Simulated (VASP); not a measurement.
**InGaO2: single point with r2SCAN**

The system is InGaO2.

```
In Ga O
1.0
     5.72381    0.00000    0.00000
     0.00000    5.72381    0.00000
     0.00000    0.00000    8.38350
In Ga O
4 4 8
Direct
  0.31930 0.68070 0.75000
  0.68070 0.31930 0.25000
  0.18070 0.18070 0.50000
  0.81930 0.81930 0.00000
  0.21438 0.21438 0.00000
  0.71438 0.28562 0.75000
  0.28562 0.71438 0.25000
  0.78562 0.78562 0.50000
  0.28750 0.40462 0.17366
  0.40462 0.28750 0.82634
  0.78750 0.09538 0.57634
  0.90462 0.21250 0.92366
  0.21250 0.90462 0.07634
  0.09538 0.78750 0.42366
  0.59538 0.71250 0.32634
  0.71250 0.59538 0.67366
```

The cell was built by a generator and needn't be a form met in nature.

| Property | Result |
| --- | --- |
| Program | VASP 6.6.1 |
| Task | single point |
| Functional | r2SCAN |
| Potentials or basis | VASP PAW PBE potentials, release 64 (In_d, Ga_d, O) |
| Cutoff | 520 eV |
| k mesh | 4 × 4 × 4 |
| Occupations | gaussian, width 0.03 eV |
| Spin | no spin polarisation |

The pressure is -3.6 GPa, the largest force is 0.280 eV/Å and the band gap on the k mesh is 1.92 eV, indirect (least direct gap 2.20 eV).

Forces on the atoms (eV/Å):
```
In   0.198 -0.198  0.000
In  -0.198  0.198  0.000
In  -0.198 -0.198  0.000
In   0.198  0.198  0.000
Ga  -0.056 -0.056  0.000
Ga  -0.056  0.056  0.000
Ga   0.056 -0.056  0.000
Ga   0.056  0.056  0.000
O    0.073  0.102 -0.149
O    0.102  0.073  0.149
O    0.073 -0.102  0.149
O    0.102 -0.073 -0.149
O   -0.073  0.102  0.149
O   -0.102  0.073 -0.149
O   -0.102 -0.073  0.149
O   -0.073 -0.102 -0.149
```

Stress tensor (GPa, compression positive):
```
-3.69  0.00  0.00
 0.00 -3.69  0.00
 0.00  0.00 -3.35
```

Levels at points of the mesh, in eV from the valence-band top:
| k point | band 73 | band 74 | band 75 | band 76 | band 77 | band 78 | band 79 | band 80 |
| --- | --- | --- | --- | --- | --- | --- | --- | --- |
| (0.00, 0.00, 0.00) | -2.28 | -1.04 | -1.04 | 0.00 | 2.97 | 3.09 | 3.36 | 3.36 |
| (0.50, 0.00, 0.00) | -1.16 | -1.16 | -0.67 | -0.67 | 2.13 | 2.13 | 3.56 | 3.56 |
| (0.50, 0.50, 0.00) | -0.71 | -0.71 | -0.52 | -0.52 | 2.38 | 2.38 | 3.20 | 3.20 |
| (0.00, 0.00, 0.50) | -1.47 | -1.47 | -0.36 | -0.36 | 3.01 | 3.01 | 3.37 | 3.37 |
| (0.50, 0.00, 0.50) | -0.90 | -0.90 | -0.83 | -0.83 | 2.25 | 2.25 | 3.33 | 3.33 |
| (0.50, 0.50, 0.50) | -0.50 | -0.50 | -0.50 | -0.50 | 2.26 | 2.26 | 2.26 | 2.26 |

Wall time 11 min on 8 MPI ranks on AMD EPYC 7R13 Processor (Zen 3), with other jobs on the host, peak memory 0.61 GiB a rank.

Caveat: the PAW data sets were made with another functional, which shifts forces and pressure a little; spin-orbit coupling is left out, which moves the levels of the heavy elements. A k mesh can miss the band edges.
